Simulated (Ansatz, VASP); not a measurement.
# Cross-check of PtF2 between VASP and Ansatz

Wanted: the spread between two codes on one cell, functional and k mesh. The cell is generated by rule, not measured, and may not be a known phase. The cell is taken from a series of VASP runs on this material, whose earlier steps may have relaxed, scaled or displaced it; both programs get it as it stands. Valence electrons are named where the data sets of a main pair hold unlike numbers.

Method: plane waves, with VASP 6.6.1 beside it; band structure at HSE06, in Ansatz 0.2.0.

The structure was built from a prototype and need not be the compound's stable phase.

## Step 1: The structure

It takes space group P-3m1 (No. 164, trigonal). Conventional cell: a = 2.942 Å, b = 2.942 Å, c = 5.302 Å, α = 90.00°, β = 90.00°, γ = 120.00°. Nearest to Pt lie 6 F at 2.24 Å. Nearest to F lie 3 Pt at 2.24 Å. Farther neighbours and most contacts between anions are not listed.

Structure file:

```cif
data_structure
_symmetry_space_group_name_H-M 'P-3m1'
_symmetry_Int_Tables_number 164
_cell_length_a 2.9416
_cell_length_b 2.9416
_cell_length_c 5.3018
_cell_angle_alpha 90.000
_cell_angle_beta 90.000
_cell_angle_gamma 120.000
_cell_volume 39.73
loop_
_atom_site_label
_atom_site_type_symbol
_atom_site_symmetry_multiplicity
_atom_site_Wyckoff_symbol
_atom_site_fract_x
_atom_site_fract_y
_atom_site_fract_z
_atom_site_occupancy
Pt1 Pt 1 a 0.00000 0.00000 0.00000 1
F1 F 2 d 0.33333 0.66667 0.27530 1
```

## Step 2: Ansatz: band structure, HSE06

Ansatz runs on its default PAW (the set named soft_2) files.

A single point gives forces, pressure and levels at one fixed geometry, so differences don't come from the geometry; what else differs is listed under the comparison.

File input.yaml:

```yaml
crystal:
  lattice:
    - [2.941561819, 0.0, 0.0]
    - [-1.470780909, 2.547467262, 0.0]
    - [0.0, 0.0, 5.30178]
  atoms:
    - { symbol: Pt, position: [0.0, 0.0, 0.0] }
    - { symbol: F, position: [0.333333333, 0.666666667, 0.2753036815] }
    - { symbol: F, position: [0.666666667, 0.333333333, 0.7246963185] }
hamiltonian:
  xc: { exchange: pbe, correlation: pbe, exx: { coeff: 0.25, omega: 0.2 } }
  pseudopotentials: { kind: paw }
kpoints:
  mp_grid: { grid: [6, 6, 4] }
  band_path:
    path:
      - [0.0, 0.0, 0.0]
      - [0.42857, 0.0, 0.0]
      - [0.40476, 0.19048, 0.0]
      - [0.19048, 0.19048, 0.0]
      - [0.0, 0.0, 0.07143]
      - [0.0, 0.0, 0.5]
      - [0.42857, 0.0, 0.5]
      - [0.38095, 0.2381, 0.5]
      - [0.19048, 0.19048, 0.5]
      - [0.5, 0.0, 0.35714]
      - [0.33333, 0.33333, 0.0]
      - [0.33333, 0.33333, 0.5]
    npoints: 1
scf:
  occupations: { method: gaussian, width: 0.02 }
  n_extra_bands: 7
output:
  forces: true
  stress: true
  eigenvalues: true
```

Started as:

```bash
$ ansatz run input.yaml --threads 4 --pin off --max-ram 9216MiB --backend cpu --events-out ev --progress --plain --runs-dir out
```

Numbers of over 12 decimals in the logs are rounded to 6 here.

Log:

```text
Warning: output.stress: scf.convergence.dr2_threshold = 1e-7 eV (the SCF's general default) is looser than the 3e-10 eV advised for a printed stress (1e-10 eV for each atom of the cell: 3). What an SCF threshold leaves in a stress goes as its square root, and in the free energy as the threshold itself, and one threshold admits the most on a small cell: [figures from the program's tests cut] Set scf.convergence.dr2_threshold to 3e-10 eV or tighter. The threshold is an SCF's pass mark: one that does not reach it within its budget of iterations ends unconverged, or closes short of it on a stop that the run arms, and scf.convergence.dr2_threshold's page says what that costs each kind of run
Warning: output.stress: scf.exx.energy_threshold = 1e-6 eV is looser than the 3e-8 eV advised for a stress under a hybrid functional (1e-8 eV for each atom of the cell: 3). Every SCF of the exchange loop can meet its threshold on dr2 while the loop round them stops early: no threshold on dr2 bounds what that leaves in the stress. Set scf.exx.energy_threshold to 3e-8 eV or tighter. The threshold is the loop's pass mark: a loop that does not reach it within its budget of cycles ends unconverged, and scf.exx.energy_threshold's page has the law
scf.n_extra_bands = 7 over 16 filled bands (N_el = 32.0): the run solves 23 bands
Engine: ansatz 0.2.0, aarch64-unknown-linux-gnu
Pseudopotentials: kind: paw
Pseudopotential: Pt, paw, valence charge 18, recommended cutoff 420 eV (normal), Pt.paw.azcp
Pseudopotential: F, paw, valence charge 7, recommended cutoff 420 eV (normal), F.paw.azcp
Functional definition: unnamed
  parameter a_1 = 0.25
  parameter omega_1 = 0.2/angstrom
  exchange = pbe_x + (-a_1)*pbe_x_sr(omega_1) + a_1*exact_x_sr(omega_1)
  correlation = pbe_c
Crystal: 3 atoms, lattice volume = 39.729 Å³
Basis set: ecut = 420 eV, 761 PW (Γ), exchange–correlation on 40×40×72 points (8 copies of the dense FFT grid, shifted against one another)
Bands: 23, of which v1, the nominal top of the filled ones, is band 16 counted from 1 (15 counted from 0)
Symmetry: 12 space group operations
Space group: P-3m1 (ITA 164), of the structure as read, at distance tolerance 3.4e-5 Å
k-points: 24 of 144
Non-local potential: Pt, projectors of the file, l = 0: 3, l = 1: 2, l = 2: 2, l = 3: 1
Non-local potential: F, projectors of the file, l = 0: 2, l = 1: 2, l = 2: 1
PAW form: soft (Blöchl's): semilocal exchange-correlation on the pseudo side does not see the compensation charge
PAW frozen core: Pt, regenerated for the run's functional, and the local potential with it (the file was generated under x = pbe(κ = 0.804, μ = 0.219515), c = pbe(β = 0.066725))
PAW frozen core: F, regenerated for the run's functional, and the local potential with it (the file was generated under x = pbe(κ = 0.804, μ = 0.219515), c = pbe(β = 0.066725))
PAW one-centre angular grid: Pt, 590 points (default); XC on 64 Gauss nodes
PAW one-centre angular grid: F, 110 points (default); XC on 64 Gauss nodes
Initial density: superposition of atomic densities (neutral atoms: chi_scale 0, normalization atom), corrected by the library's trained network
Initial wavefunctions: pseudopotential atomic-orbital guess
Functional: x = pbe(κ = 0.804, μ = 0.219515), c = pbe(β = 0.066725), warm-up for x = pbe(κ = 0.804, μ = 0.219515) + 0.25 (exact − pbe) at short range (hse, ω = 0.2 Å⁻¹), c = pbe(β = 0.066725)
SCF iter   1: F=—  HF=-14134.663646 eV  |F-HF|=—  |Δ(HF+E_count)|=         —  Δρ=1.17e-2  dr2=1.29e-2  ethr=1.77e-3  ⟨swp⟩=10.5  Hψ=2605  notcnv=0
preconditioner: auto → none  [insulator: Δε(μ)=0.043 eV  Ē_g=17.290 eV  σ=0.020 eV  W_gap=0.52  n_scr=10 (ndim 8)  ℏωp=28.9 eV  f_vac=0.163  D(μ)=7.98/eV (n_scr^D=136)]
SCF iter   2: F=—  HF=-14134.661219 eV  |F-HF|=—  |Δ(HF+E_count)|=   2.43e-3  Δρ=5.38e-3  dr2=2.39e-3  ethr=4.02e-5  ⟨swp⟩=4.5  Hψ=1290  notcnv=0  defer=6
SCF iter   3: F=—  HF=-14134.662057 eV  |F-HF|=—  |Δ(HF+E_count)|=   8.38e-4  Δρ=3.89e-3  dr2=6.26e-3  ethr=7.46e-6  ⟨swp⟩=3.3  Hψ=1461  notcnv=0  defer=1  recentre
SCF iter   4: F=—  HF=-14134.661051 eV  |F-HF|=—  |Δ(HF+E_count)|=   1.01e-3  Δρ=1.04e-3  dr2=2.97e-4  ethr=7.46e-6  ⟨swp⟩=3.1  Hψ=1259  notcnv=0  defer=1
iter 5 solved again at ethr=1.35e-8 eV; its pass at ethr=9.29e-7 eV (dr2=4.33e-6 eV) is discarded
SCF iter   5: F=—  HF=-14134.661024 eV  |F-HF|=—  |Δ(HF+E_count)|=   2.71e-5  Δρ=2.17e-4  dr2=4.07e-6  ethr=1.35e-8  ⟨swp⟩=3.2  Hψ=2146  notcnv=0  defer=1
SCF iter   6: F=—  HF=-14134.661027 eV  |F-HF|=—  |Δ(HF+E_count)|=   2.43e-6  Δρ=1.67e-5  dr2=1.59e-7  ethr=1.27e-8  ⟨swp⟩=3.0  Hψ=997  notcnv=0  defer=1
SCF iter   7: F=—  HF=-14134.661027 eV  |F-HF|=—  |Δ(HF+E_count)|=   6.97e-9  Δρ=5.55e-6  dr2=5.49e-9  ethr=4.96e-10  ⟨swp⟩=3.0  Hψ=1155  notcnv=0  defer=1
SCF iter   8: F=-14134.661027 eV  HF=-14134.661027 eV  |F-HF|=7.19e-10  |Δ(HF+E_count)|=   8.16e-9  Δρ=1.85e-6  dr2=5.41e-10  ethr=1.72e-11  ⟨swp⟩=3.1  Hψ=1174  notcnv=0  defer=1
SCF 1 converged in 8 iterations: F = -14134.661027 eV  dr2 = 5.41e-10
  greatest PAW one-centre occupation: 1.000 electrons in one spin orbital (limit 2), on the Pt atom at site 0 (counted from 0), in its partial waves of l = 0
Initial density: handed on by an earlier stage of this run
Initial wavefunctions: those handed on with the density
[...]
Exchange kernel: α = 0.2500, screened, ω = 0.2000 Å⁻¹, Wigner–Seitz truncation, v(0) = 1122.9515 eV·Å³, q-mesh 6×6×4, nearest image of the exchange supercell L = 17.65 Å, pair-density grid 15×15×25, without the augmentation charges, whose exchange is taken in its separable form by FFT convolution over the k-point mesh (sized by the pseudopotential files, 18×18×36 at the most), smooth part of the exact exchange by density-matrix convolution
Frozen-core exchange: fock
[...]
SCF iter   1: F=—  HF=-14135.568779 eV  |F-HF|=—  |Δ(HF+E_count)|=         —  Δρ=1.11e-5  dr2=1.88e-5  ethr=6.30e-11  ⟨swp⟩=4.7  Hψ=2123  notcnv=0
preconditioner: auto → none  [insulator: Δε(μ)=0.057 eV  Ē_g=19.582 eV  σ=0.020 eV  W_gap=0.61  n_scr=10 (ndim 8)  ℏωp=28.9 eV  f_vac=0.174  D(μ)=4.23/eV (n_scr^D=54)]
SCF iter   2: F=—  HF=-14135.568866 eV  |F-HF|=—  |Δ(HF+E_count)|=   8.63e-5  Δρ=5.92e-6  dr2=1.55e-6  ethr=6.30e-11  ⟨swp⟩=3.7  Hψ=1257  notcnv=0  defer=2
SCF iter   3: F=—  HF=-14135.568873 eV  |F-HF|=—  |Δ(HF+E_count)|=   6.89e-6  Δρ=7.18e-6  dr2=1.35e-7  ethr=5.13e-11  ⟨swp⟩=3.5  Hψ=1138  notcnv=0  defer=2
Mixer restart at iter 3: flushing history
SCF iter   4: F=-14135.568873 eV  HF=-14135.568873 eV  |F-HF|=5.24e-9  |Δ(HF+E_count)|=   5.51e-7  Δρ=5.34e-6  dr2=1.63e-8  ethr=3.47e-11  ⟨swp⟩=3.1  Hψ=1033  notcnv=0  defer=2
SCF 9 converged in 4 iterations: F = -14135.568873 eV  dr2 = 1.63e-8
  Residual-converged pass: ⟨swp⟩=2.1  Hψ=914  notcnv=0  max |occ|·‖R‖ = 6.5e-6 eV (tolerance 6.7e-6 eV)  dr2=1.64e-8  dr2_onsite=3.87e-10  max |Δocc| = 1.0e-11
hybrid outer 1: dexx = +1.313e-4 eV, tail = 7.08e-8 eV
Exchange kernel: α = 0.2500, screened, ω = 0.2000 Å⁻¹, Wigner–Seitz truncation, v(0) = 1122.9515 eV·Å³, q-mesh 6×6×4, nearest image of the exchange supercell L = 17.65 Å, pair-density grid 15×15×25, without the augmentation charges, whose exchange is taken in its separable form by FFT convolution over the k-point mesh (sized by the pseudopotential files, 18×18×36 at the most), smooth part of the exact exchange by density-matrix convolution
Frozen-core exchange: fock
SCF iter   1: F=—  HF=-14135.568875 eV  |F-HF|=—  |Δ(HF+E_count)|=         —  Δρ=6.87e-6  dr2=1.90e-8  ethr=1.11e-9  ⟨swp⟩=3.4  Hψ=1140  notcnv=0
SCF iter   2: F=—  HF=-14135.568875 eV  |F-HF|=—  |Δ(HF+E_count)|=   1.42e-8  Δρ=5.89e-6  dr2=1.67e-8  ethr=4.90e-11  ⟨swp⟩=3.1  Hψ=1127  notcnv=0  defer=2
iter 3 solved again at ethr=1.00e-12 eV; its pass at ethr=4.84e-11 eV (dr2=8.48e-11 eV) is discarded
SCF iter   3: F=—  HF=-14135.568875 eV  |F-HF|=—  |Δ(HF+E_count)|=   1.84e-9  Δρ=6.26e-7  dr2=3.15e-10  ethr=1.08e-12 (applied; sched 1.00e-12)  ⟨swp⟩=3.2  Hψ=2070  notcnv=0
eigensolver tolerance schedule: the retry pair's looser diagonalisation over-reported the residual by 0.46 of it (diagonalisation noise at 0.47 of the residual, at the tolerance the schedule requests for it); recorded, not acted on — ethr = c·dr2/N_el stays at c = 1.0e-1
SCF iter   4: F=-14135.568875 eV  HF=-14135.568875 eV  |F-HF|=6.91e-11  |Δ(HF+E_count)|=  6.09e-10  Δρ=5.99e-7  dr2=8.53e-11  ethr=1.00e-12  ⟨swp⟩=2.8  Hψ=970  notcnv=0
SCF 10 converged in 4 iterations: F = -14135.568875 eV  dr2 = 8.53e-11
  Residual-converged pass: ⟨swp⟩=3.0  Hψ=1166  notcnv=0  max |occ|·‖R‖ = 2.6e-7 eV (tolerance 2.7e-7 eV)  dr2=8.66e-11  dr2_onsite=5.03e-12  max |Δocc| = 8.5e-14
hybrid outer 2: dexx = +2.315e-8 eV, tail = 1.86e-10 eV, Δε = 2.50e-4 eV (about 1.12e-5 eV left of the loop's levels), ΔF = 1.31e-4 eV/Å (tail 4.71e-5)
exact exchange: an outer loop of this run ended on a state whose frontier levels can be filled otherwise, and a further loop was made from that state with electrons moved between them. It converged no lower than the two loops' stops tell apart, in 8 SCF iterations, so its state is not used
NSCF: frozen V_eff on 12 k-points
hybrid SCF converged: 5 outer / 31 inner (+8 warm-up), last move |dexx| = 1.28e-10 eV, tail = 6.75e-11 eV
Stability not checked: this state was not tested for a lower state beside it, because the functional holds exact exchange (a hybrid, or Hartree-Fock), whose exchange loop this test does not read (fock_operator; see scf.lower_state_search)
Free energy (F): -14135.568875 eV
Frozen-core exchange: fock
Harris-Foulkes:  -14135.568875 eV  (|F-HF|=7.28e-12)
Internal energy: -14135.568025 eV  (E = F + TS)
E sigma→0 (E₀):  -14135.568450 eV
Entropy (-TS):   -0.000851 eV (-0.284 meV/atom)
Fermi energy:    9.072867 eV
--- Per-component energies (eV) ---
  E_band       = -457.192910
  E_kinetic    = 1049.668915
  E_local      = -3701.158526  (includes V_loc(G=0)·N_el)
  E_nonlocal   = 350.461299
  E_hartree    = 1421.500645
  E_xc         = -332.045242
  E_vxc        = -396.614984  (∫ρ·V_xc dr)
  E_exx        = -115.934709  (= α·E_x^exact, valence–valence)
  E_paw        = -9824.827615  (= ΣΔE_a)
  E_vpaw       = -370.685689  (= ΣTr[D̂ρ^β])
  E_aug_tail   = 0.004229  (compensation charges beyond the density's cutoff)
  E_ewald      = -2981.149092
  E_core_change = -2.087928  (= ΣΔE_core)
  E_smearing   = -0.000851  (= −TS)
  E_closure    = 0.000000  (closes the sum)
  Σ components = -14135.568875   (vs F -14135.568875, Δ=0.00e0)
--- Forces (eV/Å), atoms counted from 1 ---
  atom   1  Pt     0.00000000    -0.00000000     0.00000000
  atom   2  F     -0.00000000    -0.00000000    -0.43063691
  atom   3  F      0.00000000     0.00000000     0.43063691
  max |Σ_I F_I| component: 1.58e-30 eV/Å
--- Stress (GPa, compression-positive) ---
        8.447103       0.000000      -0.000000
        0.000000       8.447103       0.000000
       -0.000000       0.000000      -2.719343
  P = ⅓ Tr σ = 4.7250 GPa (47.250 kbar)
--- Band table (eV; the first three rows and the last of 24) ---
  k-point 0: bands = [... 12 lower, 5.0411, 5.5757, 5.5757, 8.2552, 8.2552, 10.1244, 17.5419, 20.9078, ... 3 higher]
  k-point 1: bands = [... 12 lower, 5.1943, 5.5769, 5.5769, 8.2810, 8.2810, 10.5428, 16.7360, 21.9018, ... 3 higher]
  k-point 2: bands = [... 12 lower, 5.2896, 5.5780, 5.5780, 8.3066, 8.3066, 11.0073, 16.0318, 23.0196, ... 3 higher]
  k-point 23: bands = [... 12 lower, 6.1600, 6.1600, 6.9262, 9.5647, 9.5647, 16.9752, 19.4558, 19.4558, ... 3 higher]
```

Wall time 52 s (4 threads of Arm Neoverse V1, shared host); peak memory 1.1 GiB.

Reading the cycles: dr2 is the Hartree energy of the density residual (eV), the measure of convergence; HF is the Harris–Foulkes estimate of the energy, which meets the free energy F at convergence.

[end of part 1 of 2]

[Lines on the potential files, build, host, timing and source positions are cut from VASP's logs without a mark.]

[Logs are printed without paths, hosts, clocks, repeated set-up lines and the standing remarks that a program may print on its own settings, such as how far it seeks lower states.]

[Hosts, paths, dates, database ids (printed as entryN), source tags and the programs' standing remarks are cut or masked in the printed files.]
